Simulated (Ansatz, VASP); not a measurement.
**Mg3SeS2: VASP beside Ansatz**

```
Mg Se S
1.0
     6.26151    0.00000    0.00000
    -3.13075    5.42263    0.00000
     0.00000    0.00000    3.57644
Mg Se S
3 1 2
Direct
  0.50000 0.00000 0.50000
  0.00000 0.50000 0.50000
  0.50000 0.50000 0.50000
  0.00000 0.00000 0.50000
  0.33333 0.66667 0.00000
  0.66667 0.33333 0.00000
```

Alike in both runs: functional PBE; k mesh 6 × 6 × 10; occupations gaussian, width 0.1 eV; no spin polarisation.

Ansatz relaxed the structure, and its values are those at the end. VASP's run is a single point on that final structure, the one shown.

|  | VASP | Ansatz |
| --- | --- | --- |
| version | VASP 6.6.1 | Ansatz 0.2.0 |
| potentials or method | VASP PAW PBE potentials, release 64 (Mg, Se, S) | scalar-relativistic, plane waves, PAW |
| plane-wave cutoff (eV) | 520 | 420 |
| valence electrons in the cell | 24 | 58 |

|  | VASP | Ansatz | Ansatz less VASP |
| --- | --- | --- | --- |
| gap on the k mesh at the Fermi level (eV) | none | none | - |
| pressure (GPa) | -0.2 | 0.0 | +0.20 |

A gap of «none» marks a metal or a gap that the smearing closes. The two sets of potentials don't hold the same shells in valence.
